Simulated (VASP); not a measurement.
Given:

```
MgS
1.0
    0.00000     2.50647     2.50647
    2.50647     0.00000     2.50647
    2.50647     2.50647     0.00000
Mg S
1 1
Direct
  0.00000   0.00000   0.00000
  0.50000   0.50000   0.50000
```

Method: LDA (Ceperley-Alder, Perdew-Zunger), VASP's LDA PAW potentials (set 64) (plane waves; VASP). Settings: 520 eV cut-off, 9×9×9 Γ-centred mesh, Gaussian smearing of 0.050 eV, potentials Mg S.

Give the stress tensor in GPa (positive for a compressed cell).

```
5.97  0.00  0.00
0.00  5.97  0.00
0.00  0.00  5.97
```
The pressure is its mean diagonal, 5.97 GPa.

The compound is MgS in the rock salt structure. This cell is one point of a volume scan, at 0.94 of the reference volume.
